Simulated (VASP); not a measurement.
Here is a VASP 6.6.1 calculation.

Contents of INCAR:

```
PREC     = Accurate       # precision mode
ENCUT    = 520            # plane-wave cutoff, eV
EDIFF    = 1E-6           # SCF threshold, eV
ISMEAR   = 0              # smearing method
SIGMA    = 0.15           # smearing width, eV
LREAL    = Auto         
LASPH    = T              # aspherical terms in the spheres
NELM     = 100            # most SCF steps
ALGO     = Fast           # electronic algorithm
ISIF     = 2              # what is computed and relaxed
LWAVE    = F              # write WAVECAR
LCHARG   = F              # write CHGCAR
GGA      = PE             # functional
IVDW     = 12             # dispersion correction
NBANDS   = 52             # bands
```

The input KPOINTS:

```
regular mesh
0
Gamma
  4 4 1
```

POSCAR

```
Be27N2
1.0
    6.8700000000      0.0000000000      0.0000000000
    3.4350000000      5.9495950000      0.0000000000
    0.0000000000      0.0000000000     14.5884300000
Be N
27 2
Direct
    0.0000000000      0.0000000000      0.0685474722
    0.3333333333      0.0000000000      0.0685474722
    0.6666666667      0.0000000000      0.0685474722
    0.0000000280      0.3333332773      0.0685474722
    0.3333333613      0.3333332773      0.0685474722
    0.6666666947      0.3333332773      0.0685474722
   -0.0000000280      0.6666667227      0.0685474722
    0.3333333053      0.6666667227      0.0685474722
    0.6666666387      0.6666667227      0.0685474722
   -0.1108644496      0.2220354495      0.1933588467
    0.2221790996      0.2223870700      0.1934249950
    0.5554312008      0.2220645271      0.1933848262
   -0.1111466345      0.5554725994      0.1933378712
    0.2223849091      0.5554525980      0.1934472044
    0.5554139278      0.5557506015      0.1934005236
   -0.1112268852      0.8890840469      0.1934715387
    0.2221028643      0.8888137764      0.1933959309
    0.5557161669      0.8888878991      0.1933419155
    0.0000138724      0.0000319349      0.3183080016
    0.3333788368     -0.0000578191      0.3182530265
    0.6665964671      0.0000157994      0.3183727104
   -0.0000103237      0.3333487405      0.3181493828
    0.3333731601      0.3333052082      0.3184073954
    0.6666880846      0.3332171349      0.3180591057
   -0.0000314750      0.6666070548      0.3183564647
    0.3333007423      0.6667030277      0.3183094411
    0.6666846284      0.6667675699      0.3179806189
    0.6447337457      0.4901150414      0.5771339342
    0.8097467492      0.4795711305      0.5714695824
```

Potentials or basis: VASP PAW PBE potentials, release 64 (Be, N).

The run is started by

```console
$ cat potpaw_PBE.64/Be/POTCAR potpaw_PBE.64/N/POTCAR > POTCAR
$ mpirun -np 1 vasp_std > vasp.out
```

Problem. What does it give for the band gap on the k mesh?

Solution. None (metal or under the smearing width).

Problem. Estimate the dispersion energy per atom.

Solution. -0.209 eV.

Problem. Estimate the largest force.

Solution. 1.737 eV/Å.

Forces in eV/Å, atoms in the order of the input:
```
Be  -0.002 -0.005 -0.008
Be   0.000  0.003 -0.005
Be   0.001  0.001 -0.007
Be   0.002 -0.002 -0.007
Be  -0.001 -0.002 -0.006
Be  -0.001 -0.001 -0.005
Be   0.004  0.004 -0.004
Be  -0.003  0.002 -0.007
Be  -0.001  0.001 -0.007
Be  -0.001  0.001 -0.002
Be   0.000 -0.002 -0.001
Be   0.001  0.000  0.000
Be   0.000  0.000  0.001
Be   0.000  0.001  0.000
Be   0.000 -0.001 -0.003
Be   0.000 -0.001 -0.001
Be   0.001  0.000  0.002
Be  -0.001  0.001  0.000
Be  -0.001  0.001  0.008
Be   0.000 -0.001  0.010
Be   0.001 -0.001  0.006
Be   0.000 -0.002  0.010
Be   0.001  0.001  0.006
Be  -0.001  0.000  0.005
Be   0.000  0.001  0.006
Be   0.002 -0.001  0.009
Be  -0.002  0.002  0.008
N   -1.728  0.100  0.126
N    1.728 -0.099 -0.135
```

Caveat: the standard files for N, O and F lose accuracy on very short bonds.
